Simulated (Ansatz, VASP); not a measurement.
## One calculation of Sn2TeO3, two programs

Contents of INCAR:

```
SYSTEM = Sn2TeO3
PREC     = Accurate       ! precision mode
ENCUT    = 600            ! plane-wave cutoff, eV
EDIFF    = 1E-6           ! SCF threshold, eV
ISMEAR   = 0              ! smearing method
SIGMA    = 0.1            ! smearing width, eV
LREAL    = .False.        ! projectors in reciprocal space
LASPH    = .True.         ! aspherical terms in the spheres
NELM     = 60             ! most SCF steps
ALGO     = Normal         ! electronic algorithm
ISIF     = 3              ! what is computed and relaxed
LWAVE    = .False.        ! write WAVECAR
LCHARG   = .False.        ! write CHGCAR
GGA      = PE             ! functional
IBRION   = 2              ! ionic algorithm
NSW      = 90             ! ionic steps
EDIFFG   = -0.04          ! ionic threshold
```

The input KPOINTS:

```
regular mesh
0
Gamma
  3 3 6
  0 0 0
```

The input POSCAR:

```
Sn2TeO3
1.0
    5.8999997800      0.0000000000      0.0000000000
   -2.9499998900      5.1095496900      0.0000000000
    0.0000000000      0.0000000000      3.4197566700
Sn Te O
2 1 3
Direct
    0.3333333300      0.6666666700      0.0000000000
    0.6666666700      0.3333333300      0.0000000000
    0.0000000000      0.0000000000      0.0000000000
    0.5000000000      0.0000000000      0.5000000000
    0.5000000000      0.5000000000      0.5000000000
    0.0000000000      0.5000000000      0.5000000000
```

Input for Ansatz:

```yaml
crystal:
  lattice:
    - [5.89999978, 0.0, 0.0]
    - [-2.94999989, 5.10954969, 0.0]
    - [0.0, 0.0, 3.41975667]
  atoms:
    - { symbol: Sn, position: [0.33333333, 0.66666667, 0.0] }
    - { symbol: Sn, position: [0.66666667, 0.33333333, 0.0] }
    - { symbol: Te, position: [0.0, 0.0, 0.0] }
    - { symbol: O, position: [0.5, 0.0, 0.5] }
    - { symbol: O, position: [0.5, 0.5, 0.5] }
    - { symbol: O, position: [0.0, 0.5, 0.5] }
basis:
  ecutwfc: 420
kpoints:
  mp_grid: { grid: [3, 3, 6] }
hamiltonian:
  xc: pbe
scf:
  occupations: { method: gaussian, width: 0.1 }
  lower_state_search: "off"
output:
  forces: true
  stress: true
  eigenvalues: true
relax:
  adjacent_minimum: "off"
  f_tol: 0.04
  max_steps: 70
  cell: { stress_tol: 0.4 }
```

Change from the starting cell: species swapped into the GdCo3B2 type (P6/mmm, No. 191).

Alike in both runs: task relaxation of cell and atoms; functional PBE; k mesh 3 × 3 × 6; occupations gaussian, width 0.1 eV; no spin polarisation.

|  | VASP | Ansatz |
| --- | --- | --- |
| version | VASP 6.6.1 | Ansatz 0.2.0 |
| potentials or method | VASP PAW PBE potentials, release 64 (Sn_d, Te, O) | scalar-relativistic, plane waves, PAW |
| plane-wave cutoff (eV) | 600 | 420 |
| valence electrons in the cell | 52 | 62 |

|  | VASP | Ansatz | Ansatz less VASP |
| --- | --- | --- | --- |
| gap on the k mesh at the Fermi level, each at its own relaxed structure (eV) | none | none | - |
| relaxed volume (Å³/atom) | 15.54 | 15.57 | +0.026 |
| relaxed cell length with the largest relative difference (Å) | 5.899 | 5.909 | +0.0094 |
| energy change over the relaxation (meV/atom) | -143 | -143 | -0.2 |

A gap of «none» marks a metal or a gap that the smearing closes. The two sets of potentials don't hold the same shells in valence.

Caveats: the k mesh is coarse (spacing up to 0.41 Å⁻¹), so the values aren't converged. The runs have no spin-orbit coupling, so splittings on Te are missing.
